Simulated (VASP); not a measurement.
Data:

```
CELL_PARAMETERS angstrom
      0.00000     3.22166     3.22166
      3.22166     0.00000     3.22166
      3.22166     3.22166     0.00000
ATOMIC_POSITIONS crystal
  Mg 0.00000 0.00000 0.00000
  Te 0.25000 0.25000 0.25000
```

These are PBEsol GGA, VASP's PBE PAW potentials (set 64) (plane waves; VASP) values and carry that method's errors. Settings: 500 eV cut-off, 7×7×7 Γ-centred mesh, Gaussian smearing of 0.050 eV, potentials Mg Te.

Unless said otherwise, spin-orbit coupling is left out, though it shifts the bands of the heavy elements here.

### Question
Estimate the energy per atom (σ→0), band gap (on the k-mesh) with the smallest direct gap where there is one.

### Answer

| Quantity | Value |
|---|---|
| band gap (on the k-mesh) | 2.34 eV |
| smallest direct gap (on the k-mesh) | 2.34 eV |
| energy per atom (σ→0) | -3.446 eV/atom |

Total energies compare only between runs with the same potentials, cut-off and functional.

The compound is MgTe in the zinc blende structure, whereas wurtzite is the usual form. It was relaxed first.
